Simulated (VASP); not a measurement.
```
CELL_PARAMETERS angstrom
      2.21724    -3.84038     0.00000
      2.21724     3.84038     0.00000
      0.00000     0.00000     7.22334
ATOMIC_POSITIONS crystal
  Cd 0.66667 0.33333 0.50002
  Cd 0.33333 0.66667 0.00002
  Se 0.66667 0.33333 0.87598
  Se 0.33333 0.66667 0.37598
```

The numbers are results of r2SCAN meta-GGA, VASP's PBE PAW potentials (set 64) (plane waves; VASP), not measurements. Settings: 520 eV cut-off, 6×6×3 Γ-centred mesh, Gaussian smearing of 0.050 eV, potentials Cd Se.

Problem. Give the stress tensor in GPa (positive for a compressed cell).

Solution. 
```
-2.66   0.00   0.00
 0.00  -2.66   0.00
 0.00   0.00  -2.60
```
The pressure is its mean diagonal, -2.64 GPa.

The compound is CdSe in the wurtzite structure. This cell is one point of a volume scan, at 1.06 of the reference volume.
